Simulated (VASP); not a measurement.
VASP runs on WC (space group P-6m2) share one base input (LDA (Ceperley-Alder, Perdew-Zunger), plane waves, VASP's LDA PAW potentials (set 64)) and change the settings named in each case.

File KPOINTS:
```
Automatic mesh
0
Gamma
10 10 9
0 0 0
```

**INCAR**
```
! general
SYSTEM   =  WC
PREC     =  Accurate
ENCUT    =  400   ! plane-wave cut-off (eV)
LREAL    =  .FALSE.   ! projection in real space or not
LASPH    =  .TRUE.   ! aspherical one-centre terms

! electronic loop
EDIFF    =  1E-6
NELM     =  100   ! most electronic steps
ALGO     =  Normal   ! blocked Davidson
LMAXMIX  =  6

! smearing
ISMEAR   =  -1
SIGMA    =  0.136   ! width (eV)

! ions
ISIF     =  2   ! forces and stress, cell fixed

! output
LWAVE    =  .FALSE.
LCHARG   =  .FALSE.
```

File POSCAR:
```
WC
2.845680
  0.5123239437  -0.8873710326   0.0000000000
  0.5123239437   0.8873710326   0.0000000000
  0.0000000000   0.0000000000   1.0000000000
W C
1 1
Cartesian
  0.0000000000   0.0000000000   0.0000000000
  0.5123239437   0.2957909358   0.5000000000
```

POTCAR, in this order: W_sv C (LDA.64 set). Program: vasp_std.

| change | E(σ→0) (eV/atom) | pressure (GPa) | −TS (eV) |
|---|---|---|---|
| base run | -12.3453 | -11.97 | -0.0170 |
| GGA = PS, POTCAR W_sv C (PBE.64 set) | -11.9514 | ? | ? |
| GGA_COMPAT = .FALSE., LNONCOLLINEAR = .TRUE., LSORBIT = .TRUE., MAGMOM = 0.0 0.0 0.0 0.0 0.0 0.0, program vasp_ncl | -12.7274 | -11.31 | -0.0181 |
| KPOINTS 1×1×1 Γ-centred mesh | -10.3152 | -1.54 | -0.0046 |

**Question.** Some entries are withheld; supply them.

**Answer.** 
- GGA = PS, POTCAR W_sv C (PBE.64 set), pressure (GPa): -7.10
- GGA = PS, POTCAR W_sv C (PBE.64 set), −TS (eV): -0.0163

Energies of different potentials or functionals have different zeros.  Unless said otherwise, spin-orbit coupling is left out, though it shifts the bands of the heavy elements here. At 400 eV the pressure can carry a Pulay error.

Left out are runs that ran out of time, are held back, or changed the cell or the kind of run, fixed moments of cells without a moment, rows past the twelfth, gaps on odd meshes, pressures of charged cells and columns that move by less than the noise.

The structure is a typed WC crystal (P-6m2). The cell was not relaxed at this level, its lattice was scaled by up to 2.5 %.
